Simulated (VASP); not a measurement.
An input for Ansatz (written as the equivalent of a VASP run, and not itself run):

Ansatz 0.2 input:
```yaml
crystal:
  lattice:
    - [1.5450000, -2.6760180, 0.0000000]
    - [1.5450000, 2.6760180, 0.0000000]
    - [0.0000000, 0.0000000, 3.5200000]
  atoms:
    - { symbol: Mg, position: [-0.0042910, 0.0171920, -0.0007760] }
    - { symbol: B, position: [0.3319180, 0.6468140, 0.5132610] }
    - { symbol: B, position: [0.6723730, 0.3359940, 0.4875160] }
kpoints:
  mp_grid: { grid: [8, 8, 6] }
hamiltonian:
  xc: pbesol
  pseudopotentials: { kind: paw }
scf:
  occupations: { method: fermi_dirac, width: 0.1 }
  max_iter: 100
output: { forces: true, stress: true, eigenvalues: true }
```

Q: Translate this input to VASP (INCAR, KPOINTS, POSCAR, choice of POTCAR).

A: Several could match; the one computed here: 
### INCAR
```
SYSTEM = MgB2
PREC = Accurate
ENCUT = 400
EDIFF = 1E-6
NELM = 100
ALGO = Normal
LREAL = .FALSE.
LASPH = .TRUE.
ISMEAR = -1
SIGMA = 0.1
GGA = PS
LWAVE = .FALSE.
LCHARG = .FALSE.
ISIF = 2
```

File KPOINTS:
```
kpoints
0
gamma
8 8 6
0 0 0
```

File POSCAR:
```
MgB2
1
    1.5450000000    -2.6760180000     0.0000000000
    1.5450000000     2.6760180000     0.0000000000
    0.0000000000     0.0000000000     3.5200000000
Mg B
1 2
Direct
 -0.0042910000   0.0171920000  -0.0007760000
  0.3319180000   0.6468140000   0.5132610000
  0.6723730000   0.3359940000   0.4875160000
```

POTCAR, in this order: Mg B (PBE.64 set). Program: vasp_std.

The two are equivalent in intent, not identical: each code has its own PAW files, so the cut-off isn't converted (ENCUT is set for VASP's; basis.ecutwfc is left out, and Ansatz then takes the one that its files recommend); Ansatz stops its SCF on the density residual and VASP on the energy change (EDIFF).

The structure is a typed MgB2 crystal (P6/mmm). The cell was not relaxed at this level, atoms are displaced from their ideal sites.
